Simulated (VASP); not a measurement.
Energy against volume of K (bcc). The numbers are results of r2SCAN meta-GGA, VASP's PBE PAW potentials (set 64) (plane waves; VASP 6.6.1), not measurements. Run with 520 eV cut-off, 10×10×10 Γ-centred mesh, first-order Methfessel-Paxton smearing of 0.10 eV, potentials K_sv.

| V (Å³/atom) | E (eV/atom) |
|---|---|
| 71.613 | -6.00439 |
| 73.899 | -6.00723 |
| 76.184 | -6.00835 |
| 78.470 | -6.00797 |

Problem. Fit these four points and predict the energy of the run at 80.755 Å³/atom.

Solution. A cubic in V^(−2/3), the third-order Birch-Murnaghan form, passes through the four points with V0 = 76.71 Å³/atom and B0 = 3 GPa, and gives -6.0063 eV/atom there. The run gave -6.0063 eV/atom, +0.0 meV/atom from the fit; all five points give B0 = 3 GPa.

The compound is K in the bcc structure. It was relaxed first.
